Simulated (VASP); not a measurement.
Wanted: the native input for a VASP 6.6.1 run.

```yaml
Task: relaxation of cell and atoms
Functional: PBE
Potentials_or_basis: VASP PAW PBE potentials, release 64 (Be, Te, O)
Cutoff: 520 eV
k_mesh: 6 × 6 × 6
Occupations: gaussian, width 0.03 eV
Spin: no spin polarisation
Further_INCAR_settings: ALGO = Normal; EDIFF = 1e-06; IBRION = 2; EDIFFG = -0.01; NSW = 90; ISIF = 3
```

The structure of Be3Te2O lies in POSCAR:

```
Be3Te2O
1.0
    6.1081371900      0.0000000000      0.0000000000
   -3.0540686000      5.2898019800      0.0000000000
    0.0000000000      0.0000000000      5.2160000000
Be Te O
3 2 1
Direct
    0.7481990800      0.0000000000      0.0000000000
    0.0000000000      0.7481990800      0.0000000000
    0.2518009200      0.2518009200      0.0000000000
    0.3333333300      0.6666666700      0.0000000000
    0.6666666700      0.3333333300      0.0000000000
    0.0000000000      0.0000000000      0.0000000000
```

The cell was built by a generator and needn't be a form met in nature.

The input as run:

INCAR

```
  PREC = Accurate
  ENCUT = 520
  EDIFF = 1E-6
  ISMEAR = 0
  SIGMA = 0.03
  LREAL = False
  LASPH = True
  NELM = 120
  ALGO = Normal
  ISIF = 3
  LWAVE = False
  LCHARG = False
  GGA = PE
  IBRION = 2
  NSW = 90
  EDIFFG = -0.01
  KPAR = 4
```

KPOINTS

```
Automatic mesh
0
Gamma
  6 6 6
```

Potentials or basis: VASP PAW PBE potentials, release 64 (Be, Te, O).

Run with:

```bash
$ cat potpaw_PBE.64/Be/POTCAR potpaw_PBE.64/Te/POTCAR potpaw_PBE.64/O/POTCAR > POTCAR
$ mpirun -np 4 vasp_std > vasp.out
```

Results of the run:

```yaml
Relaxed_volume: 30.62 Å³/atom
Relaxed_cell: a = 6.194 Å, b = 6.194 Å, c = 5.530 Å, α = 90.00°, β = 90.00°, γ = 120.00°
Space_group_after_relaxing_to_0.05_Å: P-62m (No. 189)
Energy_gained_by_relaxing: 7.5 meV/atom
Ionic_steps: 21
Pressure_after_relaxing: 0.0 GPa
Largest_force_after_relaxing: 0.009 eV/Å
Band_gap_on_the_k_mesh: 2.25 eV, direct
```

Caveat: spin-orbit coupling is left out, which moves the levels of the heavy elements; this functional lacks dispersion, which binds the layers, so the pressure and a relaxed spacing across them are unreliable.

Run time: 6.7 min on 4 MPI ranks on AMD EPYC 7R43 64-Core Processor (Zen 3), with other jobs on the host, peak memory 0.33 GiB a rank.
